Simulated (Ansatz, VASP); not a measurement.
# ZnSb2S6 in VASP and in Ansatz

The input INCAR:

```
SYSTEM = ZnSb2S6
ALGO = Normal
EDIFF = 1E-7
ENCUT = 520
GGA = PE
ISIF = 2
ISMEAR = 0
LASPH = .TRUE.
LCHARG = .FALSE.
LREAL = .FALSE.
LWAVE = .FALSE.
NBANDS = 39
NELM = 60
PREC = Accurate
SIGMA = 0.1
```

File KPOINTS:

```
k-points
0
G
  4 4 4
  0 0 0
```

Contents of POSCAR:

```
ZnSb2S6
1.0
    0.0000000000      4.5108699000      4.5108699000
    4.5108699000      0.0000000000      4.5108699000
    4.5108699000      4.5108699000      0.0000000000
Zn Sb S
1 2 6
Direct
    0.0000000000      0.0000000000      0.0000000000
    0.2500000000      0.2500000000      0.2500000000
    0.7500000000      0.7500000000      0.7500000000
    0.7753319700      0.7753319700      0.2246680300
    0.7753319700      0.2246680300      0.7753319700
    0.2246680300      0.7753319700      0.2246680300
    0.2246680300      0.2246680300      0.7753319700
    0.2246680300      0.7753319700      0.7753319700
    0.7753319700      0.2246680300      0.2246680300
```

Input for Ansatz:

```yaml
crystal:
  lattice:
    - [0.0, 4.5108699, 4.5108699]
    - [4.5108699, 0.0, 4.5108699]
    - [4.5108699, 4.5108699, 0.0]
  atoms:
    - { symbol: Zn, position: [0.0, 0.0, 0.0] }
    - { symbol: Sb, position: [0.25, 0.25, 0.25] }
    - { symbol: Sb, position: [0.75, 0.75, 0.75] }
    - { symbol: S, position: [0.77533197, 0.77533197, 0.22466803] }
    - { symbol: S, position: [0.77533197, 0.22466803, 0.77533197] }
    - { symbol: S, position: [0.22466803, 0.77533197, 0.22466803] }
    - { symbol: S, position: [0.22466803, 0.22466803, 0.77533197] }
    - { symbol: S, position: [0.22466803, 0.77533197, 0.77533197] }
    - { symbol: S, position: [0.77533197, 0.22466803, 0.22466803] }
basis:
  ecutwfc: 420
kpoints:
  mp_grid: { grid: [4, 4, 4] }
hamiltonian:
  xc: pbe
scf:
  occupations: { method: gaussian, width: 0.1 }
  lower_state_search: "off"
output:
  forces: true
  stress: true
  eigenvalues: true
```

Change from the starting cell: species swapped into the K2MnF6 type (Fm-3m, No. 225).

Alike in both runs: task single point; functional PBE; k mesh 4 × 4 × 4; occupations gaussian, width 0.1 eV; no spin polarisation.

|  | VASP | Ansatz |
| --- | --- | --- |
| version | VASP 6.6.1 | Ansatz 0.2.0 |
| potentials or method | VASP PAW PBE potentials, release 64 (Zn, Sb, S) | scalar-relativistic, plane waves, PAW |
| plane-wave cutoff (eV) | 520 | 420 |
| valence electrons in the cell | 58 | 78 |

VASP gave:

| Quantity | Value |
| --- | --- |
| gap on the k mesh at the Fermi level (eV) | none |
| pressure (GPa) | 13.5 |
| rms of the force components (eV/Å) | 2.706 |

**Question.** Estimate Ansatz's values.

**Answer.** gap on the k mesh at the Fermi level (eV): none; pressure (GPa): 13.5; rms of the force components (eV/Å): 2.692.

Atom by atom the forces differ by 0.014 eV/Å (rms over components). A gap of «none» marks a metal or a gap that the smearing closes. The two sets of potentials don't hold the same shells in valence.

Caveats: forces of over 1 eV/Å show positions far from the minimum, so gaps and moduli don't describe the material at rest. The runs have no spin-orbit coupling, so splittings on Sb are missing.
